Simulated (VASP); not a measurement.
An input for Ansatz (written as the equivalent of a VASP run, and not itself run):

Ansatz 0.2 input:
```yaml
crystal:
  lattice:
    - [0.0000000, 2.2011620, 2.2011620]
    - [2.2011620, 0.0000000, 2.2011620]
    - [2.2011620, 2.2011620, 0.0000000]
  atoms:
    - { symbol: Hf, position: [0.0000000, 0.0000000, 1.0000000] }
    - { symbol: C, position: [0.5000000, 0.5000000, 0.5000000] }
kpoints:
  mp_grid: { grid: [14, 14, 14] }
hamiltonian:
  xc: pbesol
  pseudopotentials: { kind: paw }
scf:
  occupations: { method: methfessel_paxton, width: 0.1 }
  max_iter: 100
relax:
  max_steps: 40
  f_tol: 0.02
  cell: { p_target: 45 }
output: { forces: true, stress: true, eigenvalues: true }
```

Task: Write the VASP files for the same calculation (PBEsol).

Result: Several could match; the one computed here: 
**POSCAR**
```
HfC
1.0
  0.0000000000   2.2011620470   2.2011620470
  2.2011620470   0.0000000000   2.2011620470
  2.2011620470   2.2011620470   0.0000000000
Hf C
1 1
Direct
  0.0000000000   0.0000000000   1.0000000000
  0.5000000000   0.5000000000   0.5000000000
```

**INCAR**
```
! general
SYSTEM   =  HfC
PREC     =  Accurate
ENCUT    =  620
LREAL    =  .False.
LASPH    =  .True.

! electronic loop
EDIFF    =  1E-6
NELM     =  100
ALGO     =  Normal
LMAXMIX  =  6

! smearing
ISMEAR   =  1
SIGMA    =  0.1

! functional
GGA      =  PS

! ions
IBRION   =  2
NSW      =  40
ISIF     =  3
EDIFFG   =  -0.02
PSTRESS  =  450

! output
LWAVE    =  .False.
LCHARG   =  .False.
```

File KPOINTS:
```
Automatic mesh
0
Gamma
14 14 14
0 0 0
```

POTCAR, in this order: Hf_pv C (PBE.64 set). Program: vasp_std.

The two are equivalent in intent, not identical: each code has its own PAW files, so the cut-off isn't converted (ENCUT is set for VASP's; basis.ecutwfc is left out, and Ansatz then takes the one that its files recommend); Ansatz stops its SCF on the density residual and VASP on the energy change (EDIFF).

The compound is HfC in the rock salt structure. It was relaxed first under an external pressure of 45 GPa.
